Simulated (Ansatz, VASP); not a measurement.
# Cross-check of Hf2CSO (Hf2COS MXene bilayer, AA) between VASP and Ansatz

One calculation is typed for both programs; each brings its own data sets. How far apart do they land? The cell is taken from a series of runs on this material, whose earlier steps may have relaxed, scaled, displaced or heated it; both programs get it as it stands.

Program: Ansatz 0.2.0. Level of theory: plane waves, with VASP 6.6.1 beside it; single point at PBE, spin-orbit coupling. Results are calculated unless marked as measured.

## Step 1: Set-up

The cell holds 10 atoms: 2 S, 4 Hf, 2 C and 2 O. Its edges and angles: a = 3.296 Å, b = 3.296 Å, c = 30.584 Å, α = 90.0°, β = 90.0°, γ = 120.0°. Vacuum lies along c.

## Step 2: Ansatz: single point, PBE, spin-orbit coupling

Ansatz runs on its fully relativistic PAW (standard-fr) files.

With cell and atoms fixed, the geometry can't cause a difference; cores, projectors, grids and the points listed under the comparison can.

File input.yaml:

```yaml
crystal:
  lattice:
    - [3.2964894399, 0.0, 0.0]
    - [-1.64824472, 2.8548435983, 0.0]
    - [0.0, 0.0, 30.5835276738]
  atoms:
    - { symbol: S, position: [0.3333333333, 0.6666666667, 0.2942760592] }
    - { symbol: Hf, position: [0.6666666667, 0.3333333333, 0.3466288221] }
    - { symbol: C, position: [0.0, 0.0, 0.3877923023] }
    - { symbol: Hf, position: [0.3333333333, 0.6666666667, 0.4338471977] }
    - { symbol: O, position: [0.6666666667, 0.3333333333, 0.4593874431] }
    - { symbol: S, position: [0.3333333333, 0.6666666667, 0.5384469604] }
    - { symbol: Hf, position: [0.6666666667, 0.3333333333, 0.5906621522] }
    - { symbol: C, position: [0.0, 0.0, 0.6323590316] }
    - { symbol: Hf, position: [0.3333333333, 0.6666666667, 0.6769038171] }
    - { symbol: O, position: [0.6666666667, 0.3333333333, 0.7057239408] }
kpoints:
  mp_grid: { grid: [12, 12, 1] }
  band_path:
    path: [[0, 0, 0], [0.5, 0, 0], [0.33333333, 0.33333333, 0], [0, 0, 0]]
    npoints: 16
hamiltonian:
  xc: pbe
  pseudopotentials: { kind: paw_fr }
magnetization:
  noncollinear: true
  spin_orbit: true
scf:
  occupations: { method: fermi_dirac, width: 0.05 }
  convergence: { dr2_threshold: 1.0e-09 }
efield:
  axis: 3
  dipole_correction: true
  ramp_position: 0.97
  ramp_width: 0.06
  amplitude: 0
output:
  write_potential: true
  write_density: true
  volumetric_format: npy
```

Started as:

```
$ ansatz run input.yaml --threads 4 --pin off --max-ram 6144MiB --backend cpu --events-out ev --progress --plain --runs-dir out
```

Numbers of over 12 decimals in the logs are rounded to 6 here.

What it wrote:

```text
Engine: ansatz 0.2.0, x86_64-unknown-linux-gnu
Pseudopotentials: kind: paw_fr
Pseudopotential: S, paw_fr, valence charge 6, recommended cutoff 420 eV (normal), S.paw.azcp#standard-fr
Pseudopotential: Hf, paw_fr, valence charge 26, recommended cutoff 420 eV (normal), Hf.paw.azcp#standard-fr
Pseudopotential: C, paw_fr, valence charge 4, recommended cutoff 420 eV (normal), C.paw.azcp#standard-fr
Pseudopotential: O, paw_fr, valence charge 6, recommended cutoff 420 eV (normal), O.paw.azcp#standard-fr
Functional definition: PBE
  parameter kappa = 0.804
  parameter beta = 0.066725
  exchange = pbe_x(kappa = kappa, mu = beta*pi^2/3)
  correlation = pbe_c(beta = beta)
non-collinear run that drives no moment, with spin-orbit: no starting moment large enough to seed its density (crystal.atoms[].spin), no starting occupations that ask for one, no magnetisation constraint and no magnetic field, so the semilocal B_xc is pinned to zero
Crystal: 10 atoms, lattice volume = 287.820 Å³
Basis set: ecut = 420 eV, 5719 PW (Γ)
Bands: 164, of which v1, the nominal top of the filled ones, is band 136 counted from 1 (135 counted from 0)
Symmetry: 6 space group operations + 6 with time reversal
Space group: P3m1 (ITA 156), of the structure as read, at distance tolerance 6.6e-5 Å
k-points: 19 of 144 (time reversal used)
Projection manifold: j_resolved (fully-relativistic pseudo-atomic orbitals)
Non-local potential: S, projectors of the file, l = 0: 2, l = 1: 4, l = 2: 4
Non-local potential: Hf, projectors of the file, l = 0: 3, l = 1: 4, l = 2: 4, l = 3: 6
Non-local potential: C, projectors of the file, l = 0: 2, l = 1: 4, l = 2: 2
Non-local potential: O, projectors of the file, l = 0: 2, l = 1: 4, l = 2: 2
PAW form: soft (Blöchl's): semilocal exchange-correlation on the pseudo side does not see the compensation charge
PAW one-centre angular grid: S, 110 points (default); XC on 64 Gauss nodes
PAW one-centre angular grid: Hf, 590 points (default); XC on 64 Gauss nodes
PAW one-centre angular grid: C, 110 points (default); XC on 64 Gauss nodes
PAW one-centre angular grid: O, 110 points (default); XC on 64 Gauss nodes
Initial density: superposition of atomic densities (neutral atoms: chi_scale 0, normalization atom)
Initial wavefunctions: pseudopotential atomic-orbital guess
Functional: x = pbe(κ = 0.804, μ = 0.219515), c = pbe(β = 0.066725)
SCF iter   1: F=—  HF=-66422.311875 eV  |F-HF|=—  |Δ(HF+E_count)|=         —  Δρ=9.63e-2  dr2=3.70e1  dr2_m=0.00e0 (ungated)  ethr=3.10e-3  |M|=0.00e0 ∫|m|=0.00e0 μB  |m|>n=0.0e0 m-floor=0.0e0 τ_xc=0.0e0  β_m=1.00  p=0.000 e·Å  D=6.16e-9 V/Å  ΔV_dip=-0.00 eV  dr2_dipole=8.16e-2  V_vac-E_F(+/−)=8.18/8.18 eV  ⟨swp⟩=8.1  Hψ=15876  notcnv=0  defer=25
efield: sawtooth ramp at fractional position 0.9700 (set: `efield.ramp_position`, or a place that a band, a saddle search or an elastic batch's reference lends), width 0.0600; the density the first Hamiltonian is built on has a dipole p = 0.000 e·Å; the dipole correction subtracts the counter field D = 6.16e-9 V/Å, which shifts the + side's vacuum level by -0.00 eV against the − side's; the planar-averaged density in the ramp window peaks in size at 1.6e-6 e/Å³
preconditioner: auto → LDOS  [metal: Δε(μ)=0.099 eV  Ē_g=16.718 eV  σ=0.050 eV  W_gap=0.42  n_scr=76 (ndim 8)  ℏωp=24.8 eV  f_vac=0.499  D(μ)=0.30/eV (n_scr^D=4)  β→1.0]
spin=Noncollinear: LDOS preconditioning applied to the charge; magnetization (m_x, m_y, m_z) channels mix plain (no charge-response kernel on spin).
SCF iter   2: F=—  HF=-66458.773263 eV  |F-HF|=—  |Δ(HF+E_count)|=    3.65e1  Δρ=2.27e-1  dr2=2.28e2  dr2_m=0.00e0 (ungated)  ethr=3.10e-3  |M|=0.00e0 ∫|m|=0.00e0 μB  |m|>n=0.0e0 m-floor=0.0e0 τ_xc=0.0e0  β_m=0.58  p=0.144 e·Å  D=9.03e-2 V/Å  ΔV_dip=-2.76 eV  dr2_dipole=6.33e0  V_vac-E_F(+/−)=-0.16/2.60 eV  ⟨swp⟩=9.3  Hψ=11279  notcnv=0  defer=380  recentre
SCF iter   3: F=—  HF=-66413.280841 eV  |F-HF|=—  |Δ(HF+E_count)|=    4.55e1  Δρ=2.25e-2  dr2=2.12e0  dr2_m=0.00e0 (ungated)  ethr=3.10e-3  |M|=0.00e0 ∫|m|=0.00e0 μB  |m|>n=0.0e0 m-floor=0.0e0 τ_xc=0.0e0  β_m=0.63  p=0.032 e·Å  D=2.03e-2 V/Å  ΔV_dip=-0.62 eV  dr2_dipole=1.98e-2  V_vac-E_F(+/−)=6.02/6.64 eV  ⟨swp⟩=5.6  Hψ=10236  notcnv=0  defer=288
SCF iter   4: F=—  HF=-66412.801411 eV  |F-HF|=—  |Δ(HF+E_count)|=   4.79e-1  Δρ=7.91e-3  dr2=3.41e-1  dr2_m=0.00e0 (ungated)  ethr=1.56e-3  |M|=0.00e0 ∫|m|=0.00e0 μB  |m|>n=0.0e0 m-floor=0.0e0 τ_xc=0.0e0  β_m=0.70  p=0.024 e·Å  D=1.52e-2 V/Å  ΔV_dip=-0.47 eV  dr2_dipole=1.23e-1  V_vac-E_F(+/−)=5.86/6.33 eV  ⟨swp⟩=2.6  Hψ=5727  notcnv=0  defer=372
[...]
SCF converged after 15 iterations
Magnetization: |M| = 0.0000 μB,  M = (+0.0000, +0.0000, +0.0000) μB
Absolute magnetization: 0.0000 μB (∫|m|)
  site 0: m = (+0.0000, +0.0000, +0.0000) μB, |m| = 0.0000 μB  (R = 1.03 Å)
  site 1: m = (+0.0000, +0.0000, +0.0000) μB, |m| = 0.0000 μB  (R = 0.94 Å)
  site 2: m = (+0.0000, +0.0000, +0.0000) μB, |m| = 0.0000 μB  (R = 0.94 Å)
  site 3: m = (+0.0000, +0.0000, +0.0000) μB, |m| = 0.0000 μB  (R = 0.85 Å)
  site 4: m = (+0.0000, +0.0000, +0.0000) μB, |m| = 0.0000 μB  (R = 0.85 Å)
  site 5: m = (+0.0000, +0.0000, +0.0000) μB, |m| = 0.0000 μB  (R = 1.02 Å)
  site 6: m = (+0.0000, +0.0000, +0.0000) μB, |m| = 0.0000 μB  (R = 0.95 Å)
  site 7: m = (+0.0000, +0.0000, +0.0000) μB, |m| = 0.0000 μB  (R = 0.95 Å)
  site 8: m = (+0.0000, +0.0000, +0.0000) μB, |m| = 0.0000 μB  (R = 0.87 Å)
  site 9: m = (+0.0000, +0.0000, +0.0000) μB, |m| = 0.0000 μB  (R = 0.87 Å)
Free energy (F): -66412.749360 eV
Harris-Foulkes:  -66412.749360 eV  (|F-HF|=4.37e-11)
Internal energy: -66412.742091 eV  (E = F + TS)
E sigma→0 (E₀):  -66412.745725 eV
Entropy (-TS):   -0.007269 eV (-0.727 meV/atom)
Fermi energy:    5.138326 eV
Dipole field:    D = 0.062264 V/Å  (p = 0.099036 e·Å, saw-weighted, corrected)
Work function:   Φ+ = 4.4182 eV   Φ− = 6.3224 eV
Levels:          The Fermi level and band energies are counted from a zero that moves with the ramp; work functions are not
--- Per-component energies (eV) ---
  E_band       = -1473.316629
  E_kinetic    = 2444.130058
  E_local      = -289581.644884  (includes V_loc(G=0)·N_el)
  E_nonlocal   = -4771.685491
  E_hartree    = 143198.269984
  E_xc         = -1642.809914
  E_vxc        = -1554.980279  (∫ρ·V_xc dr)
  E_paw        = -29500.756949  (= ΣΔE_a)
  E_vpaw       = 5596.820149  (= ΣTr[D̂ρ^β])
  E_aug_tail   = 0.004923  (compensation charges beyond the density's cutoff)
  E_efield     = 0.003083  (sawtooth field / dipole correction)
  E_vefield    = -2.501154  (∫n·V_field dr)
  E_ewald      = 113441.747098
  E_smearing   = -0.007269  (= −TS)
  E_closure    = 0.000000  (closes the sum)
  Σ components = -66412.749360   (vs F -66412.749360, Δ=0.00e0)
--- Band table (eV; the first three rows and the last of 19) ---
  k-point 0: bands = [... 132 lower, 5.7155, 5.7155, 5.8328, 5.8328, 6.5204, 6.5204, 6.6141, 6.6141, ... 24 higher]
  k-point 1: bands = [... 132 lower, 5.0263, 5.1262, 5.4092, 5.4420, 6.3741, 6.4560, 6.8633, 6.9403, ... 24 higher]
  k-point 2: bands = [... 132 lower, 4.5554, 4.6371, 4.9042, 4.9411, 5.9436, 5.9922, 6.5145, 6.5730, ... 24 higher]
  k-point 18: bands = [... 132 lower, 2.9908, 3.1036, 3.2455, 3.2838, 7.2282, 7.3333, 7.4860, 7.5978, ... 24 higher]
```

The column dr2 measures how far the density is from self-consistency, as an energy; F and HF (Harris–Foulkes) agree once it is small.

(Part 1 of 2 ends here.)

[Lines on the potential files, build, host, timing and source positions are cut from VASP's logs without a mark.]

[Logs are printed without paths, hosts, clocks, repeated set-up lines and the standing remarks that a program may print on its own settings, such as how far it seeks lower states.]

[Hosts, paths, dates, database ids (printed as entryN), source tags and the programs' standing remarks are cut or masked in the printed files.]
